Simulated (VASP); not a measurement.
Consider the following.

```
CELL_PARAMETERS angstrom
      1.85289    -3.20929     0.00000
      1.85289     3.20929     0.00000
      0.00000     0.00000     5.83018
ATOMIC_POSITIONS crystal
  Zr 0.00000 0.00000 0.00000
  S  0.33333 0.66667 0.25535
  S  0.66667 0.33333 0.74465
```

Method: PBE GGA with D3 dispersion (Becke-Johnson damping), VASP's PBE PAW potentials (set 64) (plane waves; VASP 6.6.1). Settings: 520 eV cut-off, 7×7×4 Γ-centred mesh, Gaussian smearing of 0.050 eV, potentials Zr_sv S.

Q: The ions and cell shape at fixed volume are relaxed. What does this cell relax into?

A: 
```
CELL_PARAMETERS angstrom
      1.83209    -3.17326     0.00000
      1.83209     3.17326     0.00000
      0.00000     0.00000     5.96331
ATOMIC_POSITIONS crystal
  Zr 0.00000 0.00000 0.00000
  S  0.33333 0.66667 0.24387
  S  0.66667 0.33333 0.75613
```
Space group P-3m1 (164), at a tolerance of 0.03 Å.

Q: How much energy does the relaxation gain?

A: The energy (σ→0) changes by -15.2 meV/atom, in 7 ionic steps.

The compound is ZrS2 in the 1T layered structure. This cell is one point of a volume scan, at 1.06 of the reference volume. Symmetry was kept, so distortions that lower it aren't found.
